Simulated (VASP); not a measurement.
# SiTe (F-43m) in VASP: density of states with PBE

Aim: the density of states of SiTe with PBE.

Program: VASP 6.6.1. These are calculated values, not measurements. Logs are shortened: lines on timing, memory, paths and dates and some standing lists are left out, and cuts for length are marked.

## Step 1: Starting point

The structure is cubic, space group F-43m (No. 216). The conventional cell has a = 6.120 Å, b = 6.120 Å, c = 6.120 Å, α = 90.00°, β = 90.00°, γ = 90.00°. Around Si (site symmetry -43m) lie 4 Te at 2.65 Å. Te (site symmetry -43m) has 4 Si at 2.65 Å as nearest neighbours.

The cell was built by a generator and needn't be a form met in nature.

## Step 2: Density of states, PBE

POSCAR reads:

```
SiTe
1.0
    0.0000000000      3.0598420000      3.0598420000
    3.0598420000      0.0000000000      3.0598420000
    3.0598420000      3.0598420000      0.0000000000
Si Te
1 1
Direct
    0.0000000000      0.0000000000      0.0000000000
    0.2500000000      0.2500000000      0.2500000000
```

INCAR.step1 reads:

```
SYSTEM = SiTe
ALGO     = Normal         ! electronic algorithm
EDIFF    = 1E-6           ! SCF threshold, eV
ENCUT    = 520            ! plane-wave cutoff, eV
GGA      = PE             ! functional
ISIF     = 2              ! what is computed and relaxed
ISMEAR   = -1             ! smearing method
LASPH    = .True.         ! aspherical terms in the spheres
LCHARG   = .True.         ! write CHGCAR
LREAL    = .False.        ! projectors in reciprocal space
LWAVE    = .False.        ! write WAVECAR
NBANDS   = 12             ! bands
NELM     = 80             ! most SCF steps
PREC     = Accurate       ! precision mode
SIGMA    = 0.1            ! smearing width, eV
```

KPOINTS.step1 reads:

```
k-points
0
Gamma
  10 10 10
  0 0 0
```

INCAR.step2 reads:

```
SYSTEM = SiTe
ALGO     = Normal         ! electronic algorithm
EDIFF    = 1E-6           ! SCF threshold, eV
ENCUT    = 520            ! plane-wave cutoff, eV
GGA      = PE             ! functional
ICHARG   = 11             ! starting density
ISIF     = 2              ! what is computed and relaxed
ISMEAR   = -5             ! smearing method
LASPH    = .True.         ! aspherical terms in the spheres
LCHARG   = .False.        ! write CHGCAR
LORBIT   = 11             ! projections on sites
LREAL    = .False.        ! projectors in reciprocal space
LWAVE    = .False.        ! write WAVECAR
NBANDS   = 12             ! bands
NEDOS    = 1001           ! points of the DOS
NELM     = 80             ! most SCF steps
PREC     = Accurate       ! precision mode
SIGMA    = 0.1            ! smearing width, eV
```

KPOINTS.step2 reads:

```
k-points
0
Gamma
  15 15 15
  0 0 0
```

Potentials or basis: VASP PAW PBE potentials, release 64 (Si, Te).

Started as:

```
> cat potpaw_PBE.64/Si/POTCAR potpaw_PBE.64/Te/POTCAR > POTCAR
> cp INCAR.step1 INCAR
> cp KPOINTS.step1 KPOINTS
> mpirun -np 1 vasp_std > vasp.out
> cp INCAR.step2 INCAR
> cp KPOINTS.step2 KPOINTS
> mpirun -np 1 vasp_std > vasp.out
```

OUTCAR:

```text
SYSTEM = SiTe
   EDIFF = 1E-6
   ENCUT = 520
   GGA = PE
   ICHARG = 11
   ISIF = 2
   ISMEAR = -5
   LASPH = .True.
   LORBIT = 11
   LREAL = .False.
   NELM = 80
   PREC = Accurate

 ion  position               nearest neighbor table
   1  0.000  0.000  0.000-   2 2.65   2 2.65   2 2.65   2 2.65
   2  0.250  0.250  0.250-   1 2.65   1 2.65   1 2.65   1 2.65

  LATTYP: Found a face centered cubic cell.
 ALAT       =     6.1196840000

  Lattice vectors:

 A1 = (   0.0000000000,   3.0598420000,   3.0598420000)
 A2 = (   3.0598420000,   0.0000000000,   3.0598420000)
 A3 = (   3.0598420000,   3.0598420000,   0.0000000000)

Analysis of symmetry for initial positions (statically):
=====================================================================
 Subroutine PRICEL returns:
 Original cell was already a primitive cell.

 Routine SETGRP: Setting up the symmetry group for a
 face centered cubic supercell.

 Subroutine GETGRP returns: Found 24 space group operations
 (whereof 24 operations were pure point group operations)
 out of a pool of 48 trial point group operations.

The static configuration has the point symmetry T_d .

Analysis of symmetry for dynamics (positions and initial velocities):
=====================================================================
 Subroutine PRICEL returns:
 Original cell was already a primitive cell.

 Routine SETGRP: Setting up the symmetry group for a
 face centered cubic supercell.

 Subroutine GETGRP returns: Found 24 space group operations
 (whereof 24 operations were pure point group operations)
 out of a pool of 48 trial point group operations.

The dynamic configuration has the point symmetry T_d .

 Subroutine INISYM returns: Found 24 space group operations
 (whereof 24 operations are pure point group operations),
 and found     1 'primitive' translations

----------------------------------------------------------------------------------------

                                     Primitive cell

  volume of cell :      57.2964

  direct lattice vectors                    reciprocal lattice vectors
     0.000000000  3.059842000  3.059842000    -0.163407130  0.163407130  0.163407130
     3.059842000  0.000000000  3.059842000     0.163407130 -0.163407130  0.163407130
     3.059842000  3.059842000  0.000000000     0.163407130  0.163407130 -0.163407130

  length of vectors
     4.327270055  4.327270055  4.327270055     0.283029452  0.283029452  0.283029452

  position of ions in fractional coordinates (direct lattice)
     0.000000000  0.000000000  0.000000000
     0.250000000  0.250000000  0.250000000

  ion indices of the primitive-cell ions
   primitive index   ion index
                 1           1
                 2           2

----------------------------------------------------------------------------------------

 KPOINTS: k-points

Automatic generation of k-mesh.
 Grid dimensions read from file:
 generate k-points for:   15   15   15

 Generating k-lattice:

  Cartesian coordinates                     Fractional coordinates (reciprocal lattice)
    -0.010893809  0.010893809  0.010893809     0.066666667  0.000000000  0.000000000
     0.010893809 -0.010893809  0.010893809     0.000000000  0.066666667  0.000000000
     0.010893809  0.010893809 -0.010893809     0.000000000  0.000000000  0.066666667

  Length of vectors
     0.018868630  0.018868630  0.018868630

  Shift w.r.t. Gamma in fractional coordinates (k-lattice)
     0.000000000  0.000000000  0.000000000

 TETIRR: Found    484 inequivalent tetrahedra from    20250

 Subroutine IBZKPT returns following result:
 ===========================================

 Found    120 irreducible k-points:

 Following reciprocal coordinates:
            Coordinates               Weight
  0.000000  0.000000  0.000000      1.000000
  0.066667  0.000000  0.000000      8.000000
  0.133333  0.000000  0.000000      8.000000
  0.200000  0.000000  0.000000      8.000000
  0.266667  0.000000  0.000000      8.000000
  0.333333  0.000000  0.000000      8.000000
[... 16 lines left out ...]
  0.133333  0.133333  0.000000      6.000000
  0.200000  0.133333  0.000000     24.000000
 [... further k-points ...]
   k-points           NKPTS =    120   k-points in BZ     NKDIM =    120   number of bands    NBANDS=     12
   number of dos      NEDOS =   1001   number of ions     NIONS =      2
   total plane-waves  NPLWV =  32768
   dimension x,y,z NGX =    32 NGY =   32 NGZ =   32
   dimension x,y,z NGXF=    64 NGYF=   64 NGZF=   64
   ions per type =               1   1
   NGX,Y,Z   is equivalent  to a cutoff of  12.29, 12.29, 12.29 a.u.
   NGXF,Y,Z  is equivalent  to a cutoff of  24.59, 24.59, 24.59 a.u.
 SYSTEM =  SiTe
   PREC   = accura    normal or accurate (medium, high low for compatibility)
   ISTART =      0    job   : 0-new  1-cont  2-samecut
   ICHARG =     11    charge: 1-file 2-atom 10-const
   ISPIN  =      1    spin polarized calculation?
   LNONCOLLINEAR =      F non collinear calculations
   LSORBIT =      F    spin-orbit coupling
   LASPH  =      T    aspherical Exc in radial PAW
   ENCUT  =  520.0 eV  38.22 Ry    6.18 a.u.   8.05  8.05  8.05*2*pi/ulx,y,z
   NELM   =     80;   NELMIN=  2; NELMDL=  0     # of ELM steps
   EDIFF  = 0.1E-05   stopping-criterion for ELM
   LREAL  =      F    real-space projection
   EDIFFG = 0.1E-04   stopping-criterion for IOM
   NSW    =      0    number of steps for IOM
   IBRION =     -1    ionic relax: 0-MD 1-quasi-New 2-CG
   NFREE  =      0    steps in history (QN), initial steepest desc. (CG)
   ISIF   =      2    stress and relaxation
   ISYM   =      2    0-nonsym 1-usesym 2-fastsym
   POTIM  = 0.5000    time-step for ionic-motion
   TEBEG  =    0.0;   TEEND  =   0.0 temperature during run
   PSTRESS=    0.0 pullay stress
   NELECT =      10.0000    total number of electrons
   NUPDOWN=      -1.0000    fix difference up-down
   EMIN   =  10.00;   EMAX   =-10.00  energy-range for DOS
   EFERMI =   0.00;   METHOD = LEGACY
   ISMEAR =    -5;   SIGMA  =   0.10  broadening in eV -4-tet -1-fermi 0-gaus
   EFERMI_NEDOS =   21; number of points for ismear=-14 and -15
   IALGO  =     38    algorithm
   IMIX   =      4    mixing-type and parameters
     AMIX     =   0.40;   BMIX     =  1.00
     AMIX_MAG =   1.60;   BMIX_MAG =  1.00
  volume/ion in A,a.u.               =      28.65       193.33
  Fermi-wavevector in a.u.,A,eV,Ry     =   0.914884  1.728879 11.388239  0.837012
  Thomas-Fermi vector in A             =   2.039562
   LORBIT       =     11    0 simple, 1 ext, 2 COOP (PROOUT), +10 PAW based schemes
   GGA     = PE    functional components
   LHFCALC =     F    Hartree Fock is set to
   AEXX    =    0.0000 exact exchange contribution
   IVDW    =     0    specifies the selected vdW correction
   LEPSILON=     F    determine dielectric tensor
   LRPA    =     F    only Hartree local field effects (RPA)
 non-spin polarized calculation
 Fermi weights with tetrahedron method with Bloechl corrections
  energy-cutoff  :      520.00
  volume of cell :       57.30
 maximum number of plane-waves:      1562

 number of electron      10.0000000 magnetization

 Free energy of the ion-electron system (eV)
  ---------------------------------------------------
  ext. energy  EPLUGINS =         0.00000000
  ---------------------------------------------------
  free energy    TOTEN  =        -7.16605733 eV

  energy without entropy =       -7.16605733  energy(sigma->0) =       -7.16605733

 E-fermi :   6.1091     XC(G=0):  -8.9226

 val. band max:        6.1567649019   @ k =  -0.2667   0.3333   0.1333
 cond. band min:       6.0572306959   @ k =   0.1333   0.1333   0.0000
 fundamental gap:     -0.0995342060
 Fermi energy:         6.1090881185

 k-point     1 :       0.0000    0.0000    0.0000
  band No.  band energies     occupation
      1      -7.8971      2.00000
      2       2.6016      2.00000
      3       3.1937      2.00000
      4       3.1937      2.00000
      5       3.1937      2.00000
      6       6.4238      0.00000
      7       6.4238      0.00000
      8       6.4238      0.00000
      9      10.5418      0.00000
     10      12.1761      0.00000
     11      12.1761      0.00000
     12      14.2602      0.00000

 k-point     2 :       0.0667    0.0000    0.0000
  band No.  band energies     occupation
      1      -7.8602      2.00000
      2       1.9243      2.00000
      3       3.1398      2.00000
      4       3.1398      2.00000
      5       3.7163      2.00000
      6       6.5083      0.00000
      7       6.5083      0.00000
      8       6.5203      0.00000
      9      10.7390      0.00000
     10      12.0007      0.00000
     11      12.0007      0.00000
     12      14.0898      0.00000

 k-point     3 :       0.1333    0.0000    0.0000
  band No.  band energies     occupation
      1      -7.7514      2.00000
      2       0.9861      2.00000
      3       3.0006      2.00000
      4       3.0006      2.00000
      5       4.1405      2.00000
      6       6.7267      0.00000
      7       6.7267      0.00000
      8       6.9053      0.00000
      9      11.2439      0.00000
     10      11.7001      0.00000
     11      11.7001      0.00000
     12      13.7746      0.00000
[... 286 lines left out ...]
 k-point    23 :       0.1333    0.1333    0.0000
  band No.  band energies     occupation
      1      -7.7018      2.00000
      2       0.8345      2.00000
      3       2.6802      2.00000
      4       2.6802      2.00000
      5       4.8237      2.00000
      6       6.0572      0.92775
      7       7.2278      0.00000
      8       7.2278      0.00000
      9      10.8504      0.00000
     10      11.5043      0.00000
     11      12.4155      0.00000
     12      14.7268      0.00000

 k-point    24 :       0.2000    0.1333    0.0000
  band No.  band energies     occupation
      1      -7.5723      2.00000
      2       0.2234      2.00000
      3       2.4743      2.00000
      4       2.4786      2.00000
      5       5.0922      2.00000
      6       6.0688      1.00827
      7       7.5800      0.00000
      8       7.6659      0.00000
      9      10.5836      0.00000
     10      12.0203      0.00000
     11      12.4354      0.00000
     12      14.5663      0.00000

 [... further k-points ...]

------------------------ aborting loop because EDIFF is reached ----------------------------------------

  FORCE on cell =-STRESS in cart. coord.  units (eV):
  Direction    XX          YY          ZZ          XY          YZ          ZX
  --------------------------------------------------------------------------------------
  -------------------------------------------------------------------------------------
  Total        3.0099018      3.0099018      3.0099018      0.0000000      0.0000000      0.0000000
  in kB       84.1658491     84.1658491     84.1658491      0.0000000      0.0000000      0.0000000
  external PRESSURE =      84.1658491 kB  Pullay stress =       0.0000000 kB

 VOLUME and BASIS-vectors are now :
 -----------------------------------------------------------------------------
  energy-cutoff  :      520.00
  volume of cell :       57.30
      direct lattice vectors                 reciprocal lattice vectors
     0.000000000  3.059842000  3.059842000    -0.163407130  0.163407130  0.163407130
     3.059842000  0.000000000  3.059842000     0.163407130 -0.163407130  0.163407130
     3.059842000  3.059842000  0.000000000     0.163407130  0.163407130 -0.163407130

 POSITION                                       TOTAL-FORCE (eV/Angst)
 -----------------------------------------------------------------------------------
      0.00000      0.00000      0.00000        -0.000000     -0.000000     -0.000000
      1.52992      1.52992      1.52992         0.000000      0.000000      0.000000
 -----------------------------------------------------------------------------------
    total drift:                                0.000000      0.000000      0.000000

  FREE ENERGIE OF THE ION-ELECTRON SYSTEM (eV)
  ---------------------------------------------------
  free  energy   TOTEN  =        -7.1660573275 eV

  energy  without entropy=       -7.1660573275  energy(sigma->0) =       -7.16605733

 total charge

# of ion       s       p       d       tot
------------------------------------------
    1        0.944   0.656   0.000   1.600
    2        1.415   1.923   0.073   3.412
--------------------------------------------------
tot          2.359   2.580   0.073   5.012
```

It took 22 s on 1 thread of Intel Xeon 6975P-C (Granite Rapids), shared host; peak memory 0.22 GiB.

What came out:

```
Valence electrons inside the program's atomic spheres : Si 1.60; Te 3.41
```

States per cell in windows of 1 eV (zero at the Fermi level; states under -8 eV left out):
```csv
from (eV),total,Te2_p,Si1_p,Te2_d,Si1_s,Te2_s,Si1_d
-8.0,0.38,0.05,0.01,0.00,0.10,0.04,0.00
-7.0,0.17,0.02,0.00,0.00,0.04,0.02,0.00
-6.0,1.08,0.30,0.11,0.00,0.02,0.01,0.00
-5.0,2.08,0.66,0.24,0.01,0.02,0.01,0.00
-4.0,0.90,0.33,0.10,0.01,0.00,0.00,0.00
-3.0,0.03,0.01,0.00,0.00,0.00,0.00,0.00
-2.0,0.50,0.10,0.03,0.01,0.08,0.04,0.00
-1.0,1.49,0.27,0.11,0.04,0.17,0.06,0.00
0.0,1.04,0.11,0.18,0.04,0.04,0.04,0.00
1.0,1.69,0.21,0.30,0.08,0.02,0.03,0.00
2.0,1.59,0.23,0.24,0.08,0.02,0.01,0.00
3.0,1.33,0.21,0.25,0.06,0.02,0.02,0.00
4.0,0.89,0.10,0.10,0.07,0.01,0.01,0.00
5.0,1.53,0.11,0.10,0.15,0.02,0.02,0.00
6.0,1.72,0.14,0.13,0.14,0.02,0.02,0.00
7.0,1.48,0.12,0.13,0.12,0.02,0.01,0.00
```

Caveat: tetrahedron occupations give inexact forces and stress in metals. The run has no spin-orbit coupling, so splittings on Te are missing.
